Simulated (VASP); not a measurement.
## LaB6: convergence with the number of MPI ranks and plane-wave cutoff

Aim: find what the number of MPI ranks and plane-wave cutoff change for LaB6, and what they cost. The series runs use LDA. The number of MPI ranks tried: 1 ranks; 2 ranks; 4 ranks; 8 ranks. The plane-wave cutoff tried: ENCUT = 190; ENCUT = 240; ENCUT = 290; ENCUT = 320; ENCUT = 370; ENCUT = 410; ENCUT = 510; ENCUT = 640. The start is a cell from a database of measured crystal structures.

Program: VASP 6.6.1. Level of theory: LDA; plane waves and PAW (La, B). Results are calculated unless marked as measured.

Report form: the programs' logs are mostly left out.

**1. Set-up**

The structure is cubic, space group Pm-3m (No. 221). The conventional cell has a = 4.157 Å, b = 4.157 Å, c = 4.157 Å, α = 90.00°, β = 90.00°, γ = 90.00°. Nearest to La lie 24 B at 3.05 Å. B has 6 B at 1.64 to 2.51 Å and 4 La at 3.05 Å nearest. Farther neighbours are not listed.

**2. Number of MPI ranks: 1 ranks**

The same run on more MPI ranks shows how well it scales. LDA, the lowest rung, knows the local density alone.

INCAR reads:

```
SYSTEM = LaB6
PREC = Accurate
ENCUT = 420
EDIFF = 1E-06
NELM = 100
ISMEAR = -1
SIGMA = 0.05
LREAL = .FALSE.
ALGO = Normal
GGA = CA
NBANDS = 21
LASPH = .TRUE.
LORBIT = 11
LWAVE = .FALSE.
LCHARG = .FALSE.
ISIF = 2
```

POSCAR reads:

```
LaB6
1.0
    4.1570000000      0.0000000000      0.0000000000
    0.0000000000      4.1570000000      0.0000000000
    0.0000000000      0.0000000000      4.1570000000
La B
1 6
Direct
    0.0000000000      0.0000000000      0.0000000000
    0.1975000000      0.5000000000      0.5000000000
    0.5000000000      0.1975000000      0.5000000000
    0.8025000000      0.5000000000      0.5000000000
    0.5000000000      0.8025000000      0.5000000000
    0.5000000000      0.5000000000      0.1975000000
    0.5000000000      0.5000000000      0.8025000000
```

KPOINTS reads:

```
Automatic mesh
0
Gamma
5 5 5
0 0 0
```

The projector-augmented-wave data sets are La and B (PBE family, release 64).

Command:

```console
$ mpirun -np 1 vasp_std
```

Elapsed: 12 s, on 1 MPI rank of Intel Xeon Platinum 8259CL at 2.50GHz (Skylake/Cascade Lake), shared host; peak memory 0.15 GiB.

This run has no spin polarisation. Its electron count is odd, so without a moment it is a metal by construction. The k-mesh is coarse for a metal. The PAW data sets were made with PBE, though LDA sets exist; this is a small mismatch.

This step gave:

| Quantity | Value |
| --- | --- |
| electronic steps | 15 |
| electrons | 29 |
| bands | 21 |
| irreducible k points | 10 |
| symmetry operations | 48 |
| free energy (TOTEN) | -53.5829 eV |
| energy at zero smearing | -53.5741 eV |
| Fermi energy | 8.187 eV |
| pressure | -7.220 GPa |
| metallic | yes |

The series starts at -7.6534 eV an atom and -7.22 GPa, after 15 cycles in 12 s.

**3. Number of MPI ranks: 2 ranks**

Edit INCAR of step 2 so:

```diff
@@ -15,2 +15,3 @@
 LCHARG = .FALSE.
+KPAR = 2
 ISIF = 2
```

POSCAR is that of step 2.

KPOINTS is that of step 2.

Command:

```console
$ mpirun -np 2 vasp_std
```

The job ended after 7.8 s (2 MPI ranks; peak memory 0.27 GiB; 14 s of CPU time).

Against the first of the series the energy stays within 0.01 meV an atom and the pressure within 0.01 GPa, after 15 cycles in 7.8 s.

**4. Number of MPI ranks: 4 ranks**

Edit INCAR of step 3 so:

```diff
@@ -15,3 +15,3 @@
 LCHARG = .FALSE.
-KPAR = 2
+KPAR = 4
 ISIF = 2
```

POSCAR is that of step 3.

KPOINTS is that of step 3.

Command:

```console
$ mpirun -np 4 vasp_std
```

Elapsed: 6 s, on 4 MPI ranks; peak memory 0.55 GiB.

Against the first of the series the energy stays within 0.01 meV an atom and the pressure within 0.01 GPa, after 15 cycles in 6 s.

**5. Number of MPI ranks: 8 ranks**

Edit INCAR of step 4 so:

```diff
@@ -15,3 +15,3 @@
 LCHARG = .FALSE.
-KPAR = 4
+KPAR = 8
 ISIF = 2
```

POSCAR is that of step 4.

KPOINTS is that of step 4.

Command:

```console
$ mpirun -np 8 vasp_std
```

Run time: 5.2 s. Hardware: 8 MPI ranks; peak memory 1.2 GiB.

Against the first of the series the energy stays within 0.01 meV an atom and the pressure within 0.01 GPa, after 15 cycles in 5.2 s.

**6. The number of MPI ranks series as a table**

This step: convergence of LDA results with the layout; plane waves and PAW (VASP 6.6.1).

This step runs nothing: it gathers the runs above.

Differences are taken from the run with 1 ranks. Results of the series, by row:

```tsv
setting	status	energy less the reference (meV/atom)	pressure (GPa)	largest force difference (meV/Å)	SCF cycles	wall time (s)
1 ranks	converged	0	-7.22	0	15	12
2 ranks	converged	0	-7.22	0	15	7.8
4 ranks	converged	0	-7.22	0	15	6
8 ranks	converged	0	-7.22	0	15	5.2
```

**7. Plane-wave cutoff: ENCUT = 190**

This step: LDA; plane waves and PAW (La, B) (VASP 6.6.1).

The basis grows with ENCUT, and energy and stress both move with it.

Edit INCAR of step 5 so:

```diff
@@ -2,3 +2,3 @@
 PREC = Accurate
-ENCUT = 420
+ENCUT = 190
 EDIFF = 1E-06
```

POSCAR is that of step 5.

KPOINTS is that of step 5.

Command:

```console
$ mpirun -np 8 vasp_std
```

Run time: 3.4 s. Hardware: 8 MPI ranks; peak memory 0.9 GiB; 22 s of CPU time.

Numbers from this step:

```
free energy (TOTEN)     : -52.0733 eV
energy at zero smearing : -52.0644 eV
Fermi energy            : 8.290 eV
pressure                : -21.34 GPa
```

The series starts at -7.4378 eV an atom and -21.34 GPa, after 15 cycles in 3.4 s.

**8. Plane-wave cutoff: ENCUT = 240**

Edit INCAR of step 7 so:

```diff
@@ -2,3 +2,3 @@
 PREC = Accurate
-ENCUT = 190
+ENCUT = 240
 EDIFF = 1E-06
```

POSCAR is that of step 7.

KPOINTS is that of step 7.

Command:

```console
$ mpirun -np 8 vasp_std
```

The job ended after 3.6 s (8 MPI ranks; peak memory 1 GiB).

Against the run before the energy moves by -152.53 meV an atom and the pressure by +7.46 GPa, after 15 cycles in 3.6 s.

**9. Plane-wave cutoff: ENCUT = 290**

Edit INCAR of step 8 so:

```diff
@@ -2,3 +2,3 @@
 PREC = Accurate
-ENCUT = 240
+ENCUT = 290
 EDIFF = 1E-06
```

POSCAR is that of step 8.

KPOINTS is that of step 8.

Command:

```console
$ mpirun -np 8 vasp_std
```

The job ended after 3.6 s (8 MPI ranks; peak memory 1 GiB).

Against the run before the energy moves by -42.11 meV an atom and the pressure by +3.85 GPa, after 15 cycles in 3.6 s.

**10. Plane-wave cutoff: ENCUT = 320**

Edit INCAR of step 9 so:

```diff
@@ -2,3 +2,3 @@
 PREC = Accurate
-ENCUT = 290
+ENCUT = 320
 EDIFF = 1E-06
```

POSCAR is that of step 9.

KPOINTS is that of step 9.

Command:

```console
$ mpirun -np 8 vasp_std
```

The job ended after 3.8 s (8 MPI ranks; peak memory 1.1 GiB).

Against the run before the energy moves by -12.68 meV an atom and the pressure by +1.38 GPa, after 15 cycles in 3.8 s.

**11. Plane-wave cutoff: ENCUT = 370**

Edit INCAR of step 10 so:

```diff
@@ -2,3 +2,3 @@
 PREC = Accurate
-ENCUT = 320
+ENCUT = 370
 EDIFF = 1E-06
```

POSCAR is that of step 10.

KPOINTS is that of step 10.

Command:

```console
$ mpirun -np 8 vasp_std
```

It took 5 s on 8 MPI ranks; peak memory 1.2 GiB; 35 s of CPU time.

Against the run before the energy moves by -7.68 meV an atom and the pressure by +1.16 GPa, after 15 cycles in 5 s.

**12. Plane-wave cutoff: ENCUT = 410**

Edit INCAR of step 11 so:

```diff
@@ -2,3 +2,3 @@
 PREC = Accurate
-ENCUT = 370
+ENCUT = 410
 EDIFF = 1E-06
```

POSCAR is that of step 11.

KPOINTS is that of step 11.

Command:

```console
$ mpirun -np 8 vasp_std
```

Run time: 5 s. Hardware: 8 MPI ranks; peak memory 1.2 GiB.

Against the run before the energy moves by -0.70 meV an atom and the pressure by +0.26 GPa, after 15 cycles in 5 s.

**13. Plane-wave cutoff: ENCUT = 510**

Edit INCAR of step 12 so:

```diff
@@ -2,3 +2,3 @@
 PREC = Accurate
-ENCUT = 410
+ENCUT = 510
 EDIFF = 1E-06
```

POSCAR is that of step 12.

KPOINTS is that of step 12.

Command:

```console
$ mpirun -np 8 vasp_std
```

Run time: 6 s. Hardware: 8 MPI ranks; peak memory 1.3 GiB; 43 s of CPU time.

Against the run before the energy moves by +0.01 meV an atom and the pressure by -0.03 GPa, after 15 cycles in 6 s.

**14. Plane-wave cutoff: ENCUT = 640**

Edit INCAR of step 13 so:

```diff
@@ -2,3 +2,3 @@
 PREC = Accurate
-ENCUT = 510
+ENCUT = 640
 EDIFF = 1E-06
```

POSCAR is that of step 13.

KPOINTS is that of step 13.

Command:

```console
$ mpirun -np 8 vasp_std
```

Elapsed: 7.8 s, on 8 MPI ranks; peak memory 1.6 GiB; 58 s of CPU time.

Against the run before the energy moves by -1.01 meV an atom and the pressure by -0.02 GPa, after 15 cycles in 7.8 s.

**15. The plane-wave cutoff series as a table**

This step: convergence of LDA results with the cutoff; plane waves and PAW (VASP 6.6.1).

No new run; the numbers come from the runs before.

Differences are taken from the run with ENCUT = 640. Results of the series, by row:

```tsv
setting	status	energy less the reference (meV/atom)	pressure (GPa)	largest force difference (meV/Å)	SCF cycles	wall time (s)
ENCUT = 190	converged	216.7	-21.34	136.6	15	3.4
ENCUT = 240	converged	64.17	-13.88	176.8	15	3.6
ENCUT = 290	converged	22.06	-10.03	17.24	15	3.6
ENCUT = 320	converged	9.378	-8.649	6.246	15	3.8
ENCUT = 370	converged	1.695	-7.49	0.31	15	5
ENCUT = 410	converged	0.999	-7.232	1.474	15	5
ENCUT = 510	converged	1.01	-7.261	3.117	15	6
ENCUT = 640	converged	0	-7.284	0	15	7.8
```

**16. What came out**

```json
{
  "wall time from fewest to most ranks": "12 s to 5.2 s",
  "plane-wave cutoff from which the energy stays within 10 meV/atom of the reference": "ENCUT = 320",
  "plane-wave cutoff from which the energy stays within 1 meV/atom of the reference": "none before the reference itself",
  "plane-wave cutoff from which the pressure stays within 0.2 GPa of the reference": "ENCUT = 410",
  "spread of the pressure over the plane-wave cutoff": "14.1 GPa",
  "spread of the energy over the plane-wave cutoff": "217 meV/atom"
}
```

What this shows: On 8 ranks the run uses the cores at 29 % of the efficiency of 1. No run before the reference (ENCUT = 640) settles within 1 meV an atom of it; the nearest step is off by +1.0 meV an atom, +0.02 GPa, 3.1 meV/Å in forces. The pressure holds within 0.2 GPa from ENCUT = 410 on. These cutoffs are 0.6 to 2 times the default of the data sets, about 320 eV; at the default the run is off by +9.4 meV an atom, -1.37 GPa, 6.2 meV/Å in forces, and at 1.3 times by +1.0 meV an atom, +0.05 GPa, 1.5 meV/Å in forces. Energy differences between like cells converge faster than these totals. Differences are taken from the run with ENCUT = 640, which is itself not the exact limit. Going from 1 ranks to 8 ranks shortens the run by a factor of 2.3; on a shared host such times are rough. The runs at ENCUT = 190; ENCUT = 240; ENCUT = 290 are over 30 meV an atom or 2 GPa off and describe the material poorly.

[Lines on the potential files, build, host, timing and source positions are cut from VASP's logs without a mark.]

[Logs are printed without paths, hosts, clocks, repeated set-up lines and the standing remarks that a program may print on its own settings, such as how far it seeks lower states.]

[Hosts, paths, dates, database ids (printed as entryN), source tags and the programs' standing remarks are cut or masked in the printed files.]

[A measured line is paired with the nearest computed mode of its activity, which favours agreement.]
